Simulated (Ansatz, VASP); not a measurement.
**AlAg in two plane-wave programs**

Aim: how closely do two programs agree when they are given the same cell, functional and k mesh? The cell is taken from a series of runs on this material, whose earlier steps may have relaxed, scaled, displaced or heated it; both programs get it as it stands.

Main program and level: Ansatz 0.2.0; plane waves, with VASP 6.6.1 beside it; zone-centre phonons at PBEsol.

### 1. The starting structure

Symmetry: P-6m2, No. 187, hexagonal system. Conventional cell: a = 2.923 Å, b = 2.923 Å, c = 4.375 Å, α = 90.00°, β = 90.00°, γ = 120.00°. Al has 6 Ag at 2.76 Å and 6 Al at 2.92 Å nearest. Nearest to Ag lie 6 Al at 2.76 Å and 6 Ag at 2.92 Å. Farther neighbours are not listed.

Coordinates:

```xyz
2
Lattice="2.9230 0.0000 0.0000 -1.4615 2.5314 0.0000 0.0000 0.0000 4.3751" Properties=species:S:1:pos:R:3 pbc="T T T"
Al    0.0000    0.0000    2.1876
Ag    1.4615    0.8438    0.0000
```

### 2. VASP: zone-centre phonons, PBEsol

Second derivatives magnify differences that forces hide, and they need a tight electronic threshold.

Lines of VASP's logs that name or quote its potential files are left out, and so is its time.

INCAR

```
SYSTEM = AlAg
PREC = Accurate
ENCUT = 500
EDIFF = 1E-08
NELM = 120
ISMEAR = 1
SIGMA = 0.15
LREAL = .FALSE.
ALGO = Normal
GGA = PS
NBANDS = 13
LASPH = .TRUE.
LORBIT = 11
LWAVE = .FALSE.
LCHARG = .FALSE.
ISIF = 2
IBRION = 8
GGA_COMPAT = .FALSE.
KPAR = 2
```

POSCAR

```
AlAg
1.0
    2.9230120486      0.0000000000      0.0000000000
   -1.4615060243      2.5314026896      0.0000000000
    0.0000000000      0.0000000000      4.3751215132
Al Ag
1 1
Direct
    0.0000000000      0.0000000000      0.5000000000
    0.6666666667      0.3333333333      0.0000000000
```

KPOINTS

```
Automatic mesh
0
Gamma
16 16 12
0 0 0
```

PAW data sets: Al and Ag (PBE family, release 64).

On the command line:

```
$ mpirun -np 2 vasp_std
```

Numbers of over 12 decimals in the logs are rounded to 6 here.

Output:

```text
[banner, memory and clock lines left out]
running    2 mpi-ranks, on    1 nodes
 distrk:  each k-point on    1 cores,    2 groups
 distr:  one band on    1 cores,    1 groups

 POSCAR found type information on POSCAR AlAg
 POSCAR found :  2 types and       2 ions
|                                                                             |
|               ----> ADVICE to this user running VASP <----                  |
|                                                                             |
|     You enforced a specific xc type in the INCAR file but a different       |
|     [... a line on the potential file left out ...]
|     I HOPE YOU KNOW WHAT YOU ARE DOING!                                     |
|                                                                             |

 LDA part: xc-table for (Slater+PW92), standard interpolation
 POSCAR, INCAR and KPOINTS ok, starting setup
 FFT: planning ... GRIDC
 FFT: planning ... GRID_SOFT
 FFT: planning ... GRID
 WAVECAR not read
 entering main loop
       N       E                     dE             d eps       ncg     rms          rms(c)
DAV:   1     0.501134934002E+02    0.50113E+02   -0.65220E+03  5492   0.955E+02
DAV:   2    -0.743800388771E+01   -0.57551E+02   -0.53349E+02  6275   0.187E+02
DAV:   3    -0.849249710209E+01   -0.10545E+01   -0.10525E+01  6668   0.257E+01
DAV:   4    -0.849710541478E+01   -0.46083E-02   -0.46081E-02  6215   0.195E+00
DAV:   5    -0.849715873955E+01   -0.53325E-04   -0.53326E-04  6715   0.221E-01    0.757E+00
DAV:   6    -0.763099753098E+01    0.86616E+00   -0.52498E+00  6045   0.250E+01    0.527E+00
DAV:   7    -0.757490528615E+01    0.56092E-01   -0.18868E-01  5760   0.520E+00    0.256E+00
DAV:   8    -0.755795758950E+01    0.16948E-01   -0.10774E-02  6285   0.734E-01    0.346E-01
DAV:   9    -0.755691155054E+01    0.10460E-02   -0.19297E-03  6130   0.501E-01    0.837E-02
DAV:  10    -0.755688609292E+01    0.25458E-04   -0.11540E-04  6590   0.783E-02    0.348E-02
DAV:  11    -0.755688609764E+01   -0.47201E-08   -0.59284E-06  6160   0.201E-02    0.199E-02
DAV:  12    -0.755688483118E+01    0.12665E-05   -0.15065E-06  6140   0.849E-03    0.354E-03
DAV:  13    -0.755688449268E+01    0.33850E-06   -0.37639E-07  6540   0.649E-03    0.600E-04
DAV:  14    -0.755688448862E+01    0.40563E-08   -0.13494E-08  4786   0.103E-03
   1 F= -.75568845E+01 E0= -.75566569E+01  d E =-.682683E-03
 Linear response reoptimize wavefunctions to high precision
DAV:   1    -0.755688448658E+01    0.20423E-08   -0.80182E-10  3810   0.266E-04
DAV:   2    -0.755688448659E+01   -0.14779E-10   -0.49081E-11  3015   0.649E-05
 Linear response DOF=           4
 Linear response progress:
  Degree of freedom:   1/  4
       N       E                     dE             d eps       ncg     rms          rms(c)
RMM:   1    -0.317881762211E-02   -0.31788E-02   -0.22518E-03 46545   0.334E-01
RMM:   2    -0.308433958825E-02    0.94478E-04   -0.57458E-05 36460   0.518E-02    0.328E-02
RMM:   3    -0.304286943007E-02    0.41470E-04   -0.30455E-06 38031   0.130E-02    0.199E-02
RMM:   4    -0.300984948452E-02    0.33020E-04   -0.44474E-06 37551   0.153E-02    0.148E-03
RMM:   5    -0.300961426860E-02    0.23522E-06   -0.74403E-08 39053   0.217E-03    0.411E-04
RMM:   6    -0.300976039629E-02   -0.14613E-06   -0.11495E-08 38972   0.652E-04    0.106E-04
RMM:   7    -0.300998841840E-02   -0.22802E-06    0.85810E-10 40328   0.170E-04    0.317E-05
RMM:   8    -0.300999909879E-02   -0.10680E-07   -0.34499E-09 39444   0.614E-05    0.374E-06
 first order change of Fermi-energy   0.43291E-05
 force on displaced ion       1 direction 1 :  -1.408   0.000   0.000
 Linear response progress:
  Degree of freedom:   2/  4
       N       E                     dE             d eps       ncg     rms          rms(c)
RMM:   1    -0.105675107380E-01   -0.10568E-01    0.38225E-02 19067   0.704E-01
RMM:   2    -0.107668181694E-01   -0.19931E-03   -0.26467E-04 12657   0.118E-01    0.662E-02
RMM:   3    -0.106584391772E-01    0.10838E-03   -0.30583E-04 12805   0.937E-02    0.283E-02
RMM:   4    -0.106877887322E-01   -0.29350E-04   -0.51190E-05 13241   0.391E-02    0.105E-02
RMM:   5    -0.106904200101E-01   -0.26313E-05   -0.58110E-07 13200   0.692E-03    0.479E-04
RMM:   6    -0.106929157637E-01   -0.24958E-05   -0.53186E-08 13563   0.128E-03    0.262E-04
RMM:   7    -0.106934457507E-01   -0.52999E-06   -0.34067E-09 13586   0.365E-04    0.229E-05
RMM:   8    -0.106934858465E-01   -0.40096E-07   -0.16822E-09 14215   0.488E-05    0.139E-05
RMM:   9    -0.106934769222E-01    0.89242E-08   -0.16052E-09 14106   0.214E-05    0.221E-06
 first order change of Fermi-energy  -0.82169E-04
 force on displaced ion       1 direction 3 :   0.000  -0.000  -5.421
 Linear response progress:
  Degree of freedom:   3/  4
       N       E                     dE             d eps       ncg     rms          rms(c)
RMM:   1    -0.286323544580E+00   -0.28632E+00   -0.20573E-01 37026   0.388E+00
RMM:   2    -0.285805510168E+00    0.51803E-03   -0.15167E-03 35630   0.319E-01    0.997E-02
RMM:   3    -0.285144315580E+00    0.66119E-03   -0.32273E-04 40088   0.119E-01    0.509E-02
RMM:   4    -0.284755208168E+00    0.38911E-03   -0.35883E-04 38642   0.122E-01    0.930E-03
RMM:   5    -0.284694943046E+00    0.60265E-04   -0.36216E-06 41056   0.163E-02    0.191E-03
RMM:   6    -0.284668446767E+00    0.26496E-04   -0.66809E-07 41749   0.522E-03    0.742E-04
RMM:   7    -0.284653278045E+00    0.15169E-04   -0.14079E-08 42713   0.949E-04    0.450E-05
RMM:   8    -0.284653524951E+00   -0.24691E-06   -0.66310E-08 43227   0.144E-04    0.130E-05
RMM:   9    -0.284653382573E+00    0.14238E-06    0.14265E-07 43485   0.262E-05    0.174E-06
RMM:  10    -0.284653369873E+00    0.12700E-07   -0.26728E-09 43200   0.710E-06    0.113E-06
RMM:  11    -0.284653371669E+00   -0.17966E-08   -0.23546E-10 36147   0.343E-06    0.388E-07
 first order change of Fermi-energy  -0.22955E-04
 force on displaced ion       2 direction 1 :  -1.409   0.000   0.000
 Linear response progress:
  Degree of freedom:   4/  4
       N       E                     dE             d eps       ncg     rms          rms(c)
RMM:   1    -0.313061997737E+00   -0.31306E+00   -0.22175E-01 12773   0.391E+00
RMM:   2    -0.310011438929E+00    0.30506E-02   -0.19004E-03 12309   0.346E-01    0.934E-02
RMM:   3    -0.309827054882E+00    0.18438E-03   -0.14423E-04 13818   0.833E-02    0.513E-02
RMM:   4    -0.309854546903E+00   -0.27492E-04   -0.20789E-04 13369   0.967E-02    0.688E-03
RMM:   5    -0.309809517477E+00    0.45029E-04   -0.27170E-06 13963   0.128E-02    0.210E-03
RMM:   6    -0.309789982217E+00    0.19535E-04   -0.38497E-07 14186   0.386E-03    0.138E-03
RMM:   7    -0.309768140736E+00    0.21841E-04   -0.72308E-08 13975   0.160E-03    0.500E-05
RMM:   8    -0.309767628238E+00    0.51250E-06   -0.10774E-07 15313   0.166E-04    0.298E-05
RMM:   9    -0.309766973971E+00    0.65427E-06    0.16880E-09 14830   0.365E-05    0.381E-06
RMM:  10    -0.309766941531E+00    0.32440E-07    0.53786E-09 15100   0.143E-05    0.175E-06
RMM:  11    -0.309766958190E+00   -0.16659E-07    0.66290E-09 13870   0.461E-06    0.798E-07
RMM:  12    -0.309766968916E+00   -0.10726E-07   -0.20570E-10 11281   0.327E-06    0.100E-07
RMM:  13    -0.309766967988E+00    0.92816E-09    0.54603E-11  6046   0.235E-06    0.702E-08
 first order change of Fermi-energy   0.13836E-03
 force on displaced ion       2 direction 3 :  -0.000   0.000  -5.427
 Linear response finished
```

OUTCAR, selected parts (step 2):

```text
ion  position               nearest neighbor table
   1  0.000  0.000  0.500-   2 2.76   2 2.76   2 2.76   2 2.76   2 2.76   2 2.76
   2  0.667  0.333  0.000-   1 2.76   1 2.76   1 2.76   1 2.76   1 2.76   1 2.76

  LATTYP: Found a hexagonal cell.
 ALAT       =     2.9230120486
 C/A-ratio  =     1.4967853161

 Subroutine GETGRP returns: Found 12 space group operations
 (whereof 12 operations were pure point group operations)

The static configuration has the point symmetry D_3h.

 Found    210 irreducible k-points:

   k-points           NKPTS =    210   k-points in BZ     NKDIM =    210   number of bands    NBANDS=     13

   dimension x,y,z NGX =    24 NGY =   24 NGZ =   32
   dimension x,y,z NGXF=    48 NGYF=   48 NGZF=   64

   ENCUT  =  500.0 eV  36.75 Ry    6.06 a.u.   5.33  5.33  7.98*2*pi/ulx,y,z

   NELECT =      14.0000    total number of electrons

 k-points in reciprocal lattice and weights: Automatic mesh
   0.00000000  0.00000000  0.00000000       0.000
   0.06250000  0.00000000  0.00000000       0.002
   0.12500000  0.00000000  0.00000000       0.002
   0.18750000  0.00000000  0.00000000       0.002
   0.25000000  0.00000000  0.00000000       0.002
   0.31250000  0.00000000  0.00000000       0.002
   0.37500000  0.00000000  0.00000000       0.002
   0.43750000 -0.00000000  0.00000000       0.002
   0.50000000  0.00000000  0.00000000       0.001
[...]
0.37500000  0.25000000  0.50000000       0.002
   0.31250000  0.31250000  0.50000000       0.002

 average (electrostatic) potential at core
       1 -71.5525       2 -71.0588

  Total        0.0003378      0.0003378      0.0005242      0.0000000      0.0000000     -0.0000000
  in kB        0.0167202      0.0167202      0.0259441      0.0000000      0.0000000     -0.0000000
  external PRESSURE =       0.0197948 kB  Pullay stress =       0.0000000 kB

  energy-cutoff  :      500.00
  volume of cell :       32.37
      direct lattice vectors                 reciprocal lattice vectors
     2.923012049  0.000000000  0.000000000     0.342112856  0.197518949  0.000000000
    -1.461506024  2.531402690  0.000000000     0.000000000  0.395037899  0.000000000
     0.000000000  0.000000000  4.375121513     0.000000000  0.000000000  0.228565080

 POSITION                                       TOTAL-FORCE (eV/Angst)
 -----------------------------------------------------------------------------------
      0.00000      0.00000      2.18756        -0.000000      0.000000      0.000000
      1.46151      0.84380      0.00000         0.000000      0.000000      0.000000
 -----------------------------------------------------------------------------------
    total drift:                               -0.000000      0.000000      0.000000

 Eigenvectors and eigenvalues of the dynamical matrix
 ----------------------------------------------------

   1 f  =    7.835804 THz    49.233810 2PiTHz  261.374296 cm-1    32.406268 meV
             X         Y         Z           dx          dy          dz
      0.000000  0.000000  2.187561    -0.000000    0.000000    0.894287
      1.461506  0.843801  0.000000     0.000000    0.000000   -0.447493

   2 f  =    3.993533 THz    25.092109 2PiTHz  133.209926 cm-1    16.515918 meV
             X         Y         Z           dx          dy          dz
      0.000000  0.000000  2.187561    -0.894310    0.000000   -0.000000
      1.461506  0.843801  0.000000     0.447447   -0.000000    0.000000

   3 f  =    3.993533 THz    25.092109 2PiTHz  133.209926 cm-1    16.515918 meV
             X         Y         Z           dx          dy          dz
      0.000000  0.000000  2.187561    -0.000000   -0.894310   -0.000000
      1.461506  0.843801  0.000000     0.000000    0.447447    0.000000

   4 f/i=    0.000628 THz     0.003947 2PiTHz    0.020954 cm-1     0.002598 meV
             X         Y         Z           dx          dy          dz
      0.000000  0.000000  2.187561     0.444988    0.046850    0.000000
      1.461506  0.843801  0.000000     0.889395    0.093640    0.000000

   5 f/i=    0.000628 THz     0.003947 2PiTHz    0.020954 cm-1     0.002598 meV
             X         Y         Z           dx          dy          dz
      0.000000  0.000000  2.187561     0.046850   -0.444988    0.000000
      1.461506  0.843801  0.000000     0.093640   -0.889395    0.000000

   6 f/i=    0.001639 THz     0.010295 2PiTHz    0.054657 cm-1     0.006777 meV
             X         Y         Z           dx          dy          dz
      0.000000  0.000000  2.187561     0.000000    0.000000   -0.447493
      1.461506  0.843801  0.000000    -0.000000    0.000000   -0.894287

 ELASTIC MODULI CONTR FROM IONIC RELAXATION (kBar)
 Direction    XX          YY          ZZ          XY          YZ          ZX
 --------------------------------------------------------------------------------
 XX          -1.7065      1.7065      0.0000      0.0000      0.0000      0.0000
 YY           1.7065     -1.7065      0.0000     -0.0000      0.0000      0.0000
 ZZ           0.0000      0.0000      0.0000      0.0000      0.0000      0.0000
 XY           0.0000     -0.0000      0.0000     -1.7065      0.0000      0.0000
 YZ           0.0000      0.0000      0.0000      0.0000      0.0000      0.0000
 ZX           0.0000      0.0000      0.0000      0.0000      0.0000      0.0000
 --------------------------------------------------------------------------------
```

[end of part 1 of 2]

[Lines on the potential files, build, host, timing and source positions are cut from VASP's logs without a mark.]

[Logs are printed without paths, hosts, clocks, repeated set-up lines and the standing remarks that a program may print on its own settings, such as how far it seeks lower states.]

[Hosts, paths, dates, database ids (printed as entryN), source tags and the programs' standing remarks are cut or masked in the printed files.]
